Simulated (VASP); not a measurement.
Energy against volume of FeAl (CsCl type). Computed with PBE GGA with D4 dispersion, VASP's PBE PAW potentials (set 64) (plane waves; VASP).

```
V (Å³/atom)  E (eV/atom)
-----------  -----------
10.786          -6.68689
11.130          -6.70803
11.474          -6.71452
11.818          -6.70852
12.162          -6.69185
```

Task: Fit a third-order Birch-Murnaghan equation of state.

Result: 
```
Property                                        Result
---------------------------------------  -------------
volume per atom                          11.47 Å³/atom
bulk modulus                                   194 GPa
pressure derivative of the bulk modulus           4.30
lattice constant a                          5.370 bohr
```

Measured: bulk modulus 152 GPa (computed value off by +27.3 %), as given by Yamada et al., (2019), arXiv:1910.09660; a 2.910 Å (computed value off by -2.4 %), as given by Yibo Liu et al., IUCrData (2023), doi:10.1107/s2414314623010659. The calculation is for a static lattice, while the measured bulk modulus, a hold thermal and zero-point effects, which are part of the difference.

The compound is FeAl in the CsCl type structure. It was relaxed first, which changed the volume by -7 %. The run is not spin-polarised, so no magnetic state was tried.
